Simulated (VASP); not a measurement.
```yaml
crystal:
  lattice:
    - [0.00000, 3.24861, 3.24861]
    - [3.24861, 0.00000, 3.24861]
    - [3.24861, 3.24861, 0.00000]
  atoms:
    - { symbol: Sr, position: [0.00000, 0.00000, 0.00000] }
    - { symbol: Te, position: [0.50000, 0.50000, 0.50000] }
```

These are PBE GGA with D4 dispersion, VASP's PBE PAW potentials (set 64) (plane waves; VASP 6.6.1) values and carry that method's errors. Run with 520 eV cut-off, 7×7×7 Γ-centred mesh, Gaussian smearing of 0.050 eV, potentials Sr_sv Te.

**Question.** Estimate the energy per atom (σ→0), pressure.

**Answer.** 
* **energy per atom (σ→0)**: -4.378 eV/atom
* **pressure**: 2.67 GPa

The absolute energy has meaning only against runs of the same code, potentials and settings.

The compound is SrTe in the rock salt structure. This cell is one point of a volume scan, at 0.94 of the reference volume.
